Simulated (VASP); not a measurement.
Data:

```
Pt
1.0
    0.00000     1.94862     1.94862
    1.94862     0.00000     1.94862
    1.94862     1.94862     0.00000
Pt
1
Direct
  0.00000   0.00000   0.00000
```

Calculation: optB88-vdW, VASP's PBE PAW potentials (set 64) (plane waves; VASP). Settings: 520 eV cut-off, 16×16×16 Γ-centred mesh, first-order Methfessel-Paxton smearing of 0.10 eV, potentials Pt.

Problem. Give the stress tensor in GPa (positive for a compressed cell).

Solution. 
```
18.18   0.00   0.00
 0.00  18.18   0.00
 0.00   0.00  18.18
```
The pressure is its mean diagonal, 18.18 GPa.

The compound is Pt in the fcc structure. This cell is one point of a volume scan, at 0.94 of the reference volume.
